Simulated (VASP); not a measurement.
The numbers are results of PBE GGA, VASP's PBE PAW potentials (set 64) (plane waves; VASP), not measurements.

VASP input:

### POSCAR
```
SnSe2
1
    1.9012880000    -3.2833080000     0.0000000000
    1.9012880000     3.2833080000     0.0000000000
    0.0000000000     0.0000000000     6.3106940000
Sn Se
1 2
Direct
  0.0000000000   0.0000000000   0.0000000000
  0.3333330000   0.6666670000   0.2500000000
  0.6883030000   0.3549690000   0.7500000000
```

INCAR:
```
ALGO  =  Normal
EDIFF  =  1E-6
ENCUT  =  520
GGA  =  PE
ISIF  =  2
ISMEAR  =  0
LASPH  =  .TRUE.
LCHARG  =  .FALSE.
LMAXMIX  =  4
LREAL  =  .FALSE.
LWAVE  =  .FALSE.
NELM  =  100
PREC  =  Accurate
SIGMA  =  0.05
SYSTEM  =  SnSe2
```

File KPOINTS:
```
K-points
0
gamma
  6 6 3
```

POTCAR, in this order: Sn Se (PBE.64 set). Program: vasp_std.

What VASP printed:

**OUTCAR**
```
 ion  position               nearest neighbor table
   1  0.000  0.000  0.000-   3 2.64   2 2.70   3 2.70   2 2.70   2 2.70   3 2.76
   2  0.333  0.667  0.250-   1 2.70   1 2.70   1 2.70
   3  0.688  0.355  0.750-   1 2.64   1 2.70   1 2.76
  LATTYP: Found a base centered orthorhombic cell.
 ALAT       =     3.8025760000
 B/A-ratio  =     1.7268861950
 C/A-ratio  =     1.6595839242
 Subroutine PRICEL returns:
 Original cell was already a primitive cell.
 Subroutine GETGRP returns: Found  1 space group operations
The static configuration has the point symmetry C_1 .
The dynamic configuration has the point symmetry C_1 .
 Subroutine INISYM returns: Found  1 space group operations
 Subroutine IBZKPT returns following result:
 Found     56 irreducible k-points:

 Following reciprocal coordinates:
            Coordinates               Weight
  0.000000  0.000000  0.000000      1.000000
  0.166667 -0.000000  0.000000      2.000000
 -0.000000  0.166667  0.000000      2.000000
  0.333333 -0.000000  0.000000      2.000000
 -0.000000  0.333333  0.000000      2.000000
  0.500000 -0.000000  0.000000      1.000000
 -0.000000  0.500000  0.000000      1.000000
  0.166667  0.166667  0.000000      2.000000
  0.333333  0.166667  0.000000      2.000000
  0.166667  0.333333  0.000000      2.000000
  0.500000  0.166667  0.000000      2.000000
  0.166667  0.500000  0.000000      2.000000
 -0.333333  0.166667  0.000000      2.000000
  0.166667 -0.333333  0.000000      2.000000
 -0.166667  0.166667  0.000000      2.000000
  0.333333  0.333333  0.000000      2.000000
  0.500000  0.333333  0.000000      2.000000
  0.333333  0.500000  0.000000      2.000000
 -0.333333  0.333333  0.000000      2.000000
  0.500000  0.500000  0.000000      1.000000
  0.000000  0.000000  0.333333      2.000000
  0.166667 -0.000000  0.333333      2.000000
 -0.166667  0.000000  0.333333      2.000000
 -0.000000  0.166667 -0.333333      2.000000
  0.000000 -0.166667 -0.333333      2.000000
  0.333333 -0.000000  0.333333      2.000000
 -0.333333  0.000000  0.333333      2.000000
 -0.000000  0.333333 -0.333333      2.000000
  0.000000 -0.333333 -0.333333      2.000000
  0.500000 -0.000000  0.333333      2.000000
 -0.000000  0.500000 -0.333333      2.000000
  0.166667  0.166667  0.333333      2.000000
 -0.166667 -0.166667  0.333333      2.000000
  0.333333  0.166667  0.333333      2.000000
 -0.333333 -0.166667  0.333333      2.000000
  0.166667  0.333333 -0.333333      2.000000
 -0.166667 -0.333333 -0.333333      2.000000
  0.500000  0.166667  0.333333      2.000000
  0.500000 -0.166667  0.333333      2.000000
  0.166667  0.500000 -0.333333      2.000000
   k-points           NKPTS =     56   k-points in BZ     NKDIM =     56   number of bands    NBANDS=     12
   number of dos      NEDOS =    301   number of ions     NIONS =      3
   total plane-waves  NPLWV =  37632
   dimension x,y,z NGX =    28 NGY =   28 NGZ =   48
   dimension x,y,z NGXF=    56 NGYF=   56 NGZF=   96
   ions per type =               1   2
   PREC   = accura    normal or accurate (medium, high low for compatibility)
   ISTART =      0    job   : 0-new  1-cont  2-samecut
   ICHARG =      2    charge: 1-file 2-atom 10-const
   ISPIN  =      1    spin polarized calculation?
   LNONCOLLINEAR =      F non collinear calculations
   LSORBIT =      F    spin-orbit coupling
   INIWAV =      1    electr: 0-lowe 1-rand  2-diag
   ENCUT  =  520.0 eV  38.22 Ry    6.18 a.u.   7.05  7.05 11.73*2*pi/ulx,y,z
   NELM   =    100;   NELMIN=  2; NELMDL= -5     # of ELM steps
   EDIFF  = 0.1E-05   stopping-criterion for ELM
...
```

**OSZICAR**
```
       N       E                     dE             d eps       ncg     rms          rms(c)
DAV:   1     0.700781047694E+02    0.70078E+02   -0.62599E+03  1344   0.108E+03
DAV:   2    -0.700113276920E+01   -0.77079E+02   -0.72293E+02  1908   0.168E+02
DAV:   3    -0.120558995431E+02   -0.50548E+01   -0.49592E+01  1684   0.475E+01
DAV:   4    -0.121189035157E+02   -0.63004E-01   -0.62855E-01  1632   0.593E+00
DAV:   5    -0.121198847036E+02   -0.98119E-03   -0.98063E-03  1656   0.709E-01    0.512E+00
DAV:   6    -0.118588954326E+02    0.26099E+00   -0.29775E-01  1504   0.341E+00    0.322E+00
DAV:   7    -0.118130968817E+02    0.45799E-01   -0.14766E-01  1628   0.223E+00    0.958E-01
DAV:   8    -0.118096391591E+02    0.34577E-02   -0.64840E-03  1560   0.653E-01    0.230E-01
DAV:   9    -0.118098617008E+02   -0.22254E-03   -0.15138E-03  1628   0.283E-01    0.730E-02
DAV:  10    -0.118098622746E+02   -0.57380E-06   -0.63774E-05  1628   0.594E-02    0.272E-02
DAV:  11    -0.118098881631E+02   -0.25888E-04   -0.36717E-05  1552   0.455E-02    0.839E-03
DAV:  12    -0.118098892883E+02   -0.11252E-05   -0.12196E-06  1256   0.872E-03    0.450E-03
DAV:  13    -0.118098898859E+02   -0.59756E-06   -0.15307E-06  1336   0.921E-03
   1 F= -.11809890E+02 E0= -.11809890E+02  d E =-.588713E-15
```

### OUTCAR
```
------------------------ aborting loop because EDIFF is reached ----------------------------------------
  FORCE on cell =-STRESS in cart. coord.  units (eV):
  Direction    XX          YY          ZZ          XY          YZ          ZX
  --------------------------------------------------------------------------------------
  Total        1.8955336      1.9978276      1.7551664      0.1051386      0.0222430      0.4677019
  in kB       38.5456534     40.6258023     35.6912877      2.1379914      0.4523107      9.5107133
  external PRESSURE =      38.2875811 kB  Pullay stress =       0.0000000 kB
  volume of cell :       78.79
      direct lattice vectors                 reciprocal lattice vectors
     1.901288000 -3.283308000  0.000000000     0.262979622 -0.152285439  0.000000000
     1.901288000  3.283308000  0.000000000     0.262979622  0.152285439  0.000000000
     0.000000000  0.000000000  6.310694000     0.000000000  0.000000000  0.158461177
 POSITION                                       TOTAL-FORCE (eV/Angst)
 -----------------------------------------------------------------------------------
      0.00000      0.00000      0.00000         0.243484      0.031471      0.037873
      1.90129      1.09444      1.57767         0.049516     -0.009263      0.318274
      1.98356     -1.09444      4.73302        -0.293000     -0.022209     -0.356147
 -----------------------------------------------------------------------------------
    total drift:                               -0.000003      0.000001     -0.000006
  FREE ENERGIE OF THE ION-ELECTRON SYSTEM (eV)
  ---------------------------------------------------
  free  energy   TOTEN  =       -11.8098898859 eV

  energy  without entropy=      -11.8098898859  energy(sigma->0) =      -11.80988989
```
(Selected blocks of OUTCAR.)

The compound is SnSe2 in the 1T layered structure. The cell was not relaxed at this level, atoms are displaced from their ideal sites. The run is one of a series of settings (ENCUT = 520, POTCAR Sn Se (PBE.64 set) against the base run), some of them coarse on purpose.
